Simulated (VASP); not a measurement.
Level of theory: LDA (Ceperley-Alder, Perdew-Zunger), VASP's LDA PAW potentials (set 64) (plane waves; VASP).

The input files of a VASP run:

File POSCAR:
```
CaO
1.0
  0.0000000000   2.2350253194   2.2350253194
  2.2350253194   0.0000000000   2.2350253194
  2.2350253194   2.2350253194   0.0000000000
Ca O
1 1
Direct
  0.0000000000   0.0000000000   0.0000000000
  0.5000000000   0.5000000000   0.5000000000
```

### INCAR
```
ALGO = Normal
EDIFF = 1E-6
EDIFFG = -0.02
ENCUT = 620
IBRION = 2
ISIF = 3
ISMEAR = 0
LASPH = T
LCHARG = F
LREAL = F
LWAVE = F
NELM = 100
NSW = 40
PREC = Accurate
PSTRESS = 450
SIGMA = 0.05
SYSTEM = CaO
```

### KPOINTS
```
Automatic mesh
0
Gamma
10 10 10
0 0 0
```

POTCAR, in this order: Ca_sv O (LDA.64 set). Program: vasp_std.

Energy and stress use the plane-wave basis of the starting cell.

**Question.** Predict the energy per atom (σ→0), volume per atom, band gap (on the k-mesh).

**Answer.** 
```yaml
energy per atom (σ→0): -6.812 eV/atom
band gap (on the k-mesh): 3.12 eV
volume_per_atom: 10.57 Å³/atom
```

### OSZICAR
```
...
   3 F= -.76878619E+01 E0= -.76878619E+01  d E =-.586731E-01
       N       E                     dE             d eps       ncg     rms          rms(c)
DAV:   1    -0.136249325650E+02    0.11357E-01   -0.10838E-02  1212   0.136E+00    0.138E-01
DAV:   2    -0.136245920706E+02    0.34049E-03   -0.10968E-03  1228   0.348E-01    0.561E-02
DAV:   3    -0.136245211914E+02    0.70879E-04   -0.17701E-04  1816   0.192E-01    0.181E-02
DAV:   4    -0.136245171531E+02    0.40383E-05   -0.48282E-05  1748   0.650E-02    0.713E-03
DAV:   5    -0.136245175862E+02   -0.43305E-06   -0.47731E-07   788   0.889E-03
   4 F= -.76879224E+01 E0= -.76879224E+01  d E =-.587335E-01
```

The compound is CaO in the rock salt structure. This run relaxes it under an external pressure of 45 GPa. Symmetry was kept, so distortions that lower it aren't found.
